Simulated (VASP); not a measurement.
Here is a VASP 6.6.1 calculation.

Contents of INCAR:

```
SYSTEM = GaP
  ALGO = Fast
  EDIFF = 1E-7
  ENCUT = 520
  GGA = PE
  ISIF = 2
  ISMEAR = 0
  LASPH = .True.
  LCHARG = .False.
  LREAL = .False.
  LWAVE = .False.
  NBANDS = 16
  NELM = 60
  PREC = Accurate
  SIGMA = 0.02
```

Contents of KPOINTS:

```
k-points
0
Gamma
  8 8 8
  0 0 0
```

Contents of POSCAR:

```
GaP
1.0
    0.0000000000      2.6963468171      2.6963468171
    2.6963468171      0.0000000000      2.6963468171
    2.6963468171      2.6963468171      0.0000000000
Ga P
1 1
Direct
    0.0000000000      0.0000000000      0.0000000000
    0.2500000000      0.2500000000      0.2500000000
```

Potentials or basis: VASP PAW PBE potentials, release 64 (Ga_d, P).

Command:

```sh
$ cat potpaw_PBE.64/Ga_d/POTCAR potpaw_PBE.64/P/POTCAR > POTCAR
$ mpirun -np 1 vasp_std > vasp.out
```

Problem. Estimate the pressure.

Solution. 5.5 GPa.

Problem. Predict the band gap on the k mesh.

Solution. 1.59 eV, indirect (least direct gap 2.09 eV).

**The experiment to reproduce.**

“Stacking defects in GaP nanowires: Electronic structure and optical properties”, 2018, arxiv:1810.01194 quotes, for a bulk crystal of GaP at 10 K: band gap 2.34 eV (indirect).

Against the measured gap of GaP, 2.34 eV (indirect; 10 K; quoted in “Stacking defects in GaP nanowires: Electronic structure and optical properties”, 2018, arxiv:1810.01194), the calculated 1.59 eV is off by -0.75 eV. Spin-orbit coupling on Ga is left out. The value is that of PBE on a finite k mesh, which can miss the band edges, without temperature or zero-point motion. Semilocal functionals fall short of measured gaps as a rule.
